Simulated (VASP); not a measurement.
Given:

```xyz
5
Lattice="3.7142 0.0000 0.0000 0.0000 3.7142 0.0000 0.0000 0.0000 3.7142" Properties=species:S:1:pos:R:3 pbc="T T T"
Sr     0.0000     0.0000     0.0000
Ti     1.8571     1.8571     1.8571
O      1.8571     0.0000     1.8571
O      0.0000     1.8571     1.8571
O      1.8571     1.8571     0.0000
```

These are LDA (Ceperley-Alder, Perdew-Zunger), VASP's LDA PAW potentials (set 64) (plane waves; VASP 6.6.1) values and carry that method's errors. Settings: 620 eV cut-off, 6×6×6 Γ-centred mesh, Gaussian smearing of 0.050 eV, potentials Sr_sv Ti_sv O.

Question: Predict the energy per atom (σ→0), pressure, band gap (on the k-mesh) with the smallest direct gap where there is one.

Answer: 
```yaml
band gap (on the k-mesh): 1.98 eV
smallest direct gap (on the k-mesh): 2.20 eV
energy per atom (σ→0): -8.729 eV/atom
pressure: 29.80 GPa
```

Total energies compare only between runs with the same potentials, cut-off and functional.

The compound is SrTiO3 in the cubic perovskite structure, the ideal cubic form; the compound distorts at low or room temperature. It was relaxed first under an external pressure of 30 GPa.
